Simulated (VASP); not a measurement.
OSZICAR of a VASP run on C31NSi31:

### OSZICAR
```
       N       E                     dE             d eps       ncg     rms          rms(c)
DAV:   1    -0.544646867800E+03   -0.54465E+03   -0.10014E+01   640   0.782E+00    0.146E+01
DAV:   2    -0.544755185572E+03   -0.10832E+00   -0.40524E-01   728   0.146E+00    0.107E+01
DAV:   3    -0.544742069744E+03    0.13116E-01   -0.62409E-02   760   0.637E-01    0.630E+00
DAV:   4    -0.544737530415E+03    0.45393E-02   -0.16341E-02   752   0.300E-01    0.363E+00
DAV:   5    -0.544734934086E+03    0.25963E-02   -0.14273E-03   736   0.974E-02    0.209E+00
DAV:   6    -0.544734018854E+03    0.91523E-03   -0.99890E-04   712   0.734E-02    0.120E+00
DAV:   7    -0.544733749102E+03    0.26975E-03   -0.19039E-04   704   0.356E-02    0.693E-01
DAV:   8    -0.544733656215E+03    0.92888E-04   -0.67657E-05   744   0.244E-02    0.397E-01
DAV:   9    -0.544733636132E+03    0.20082E-04   -0.42808E-05   648   0.160E-02    0.221E-01
DAV:  10    -0.544733631533E+03    0.45996E-05   -0.77208E-06   448   0.784E-03
   1 F= -.54473363E+03 E0= -.54473363E+03  d E =-.108605E-15  mag=     3.0000
```

Task: Which electronic solver shows in the log?

Result: It is blocked Davidson (ALGO = Normal, or the opening steps of other solvers). The INCAR had ALGO = Normal.

Task: How was spin treated?

Result: Collinear spin (ISPIN = 2): the summary line carries one mag value, 3.00 μB in the cell.

Task: Can the final energy be trusted as converged?

Result: The calculation finished and met its thresholds. It stopped with EDIFF = 1E-5, NELM = 50 (HSE06 screened hybrid, plane waves, VASP's PBE PAW potentials (set 64)).  The supercell is sampled at Γ alone, which is coarse: total energies, pressure and levels can be off, energies of defects by several tenths of an eV.

The cell is a supercell with a defect, built from SiC (zinc blende): N_C-vac_Si. The cell's shape comes from a PBE relaxation. The total moment is imposed (NUPDOWN), so this need not be the lowest spin state.
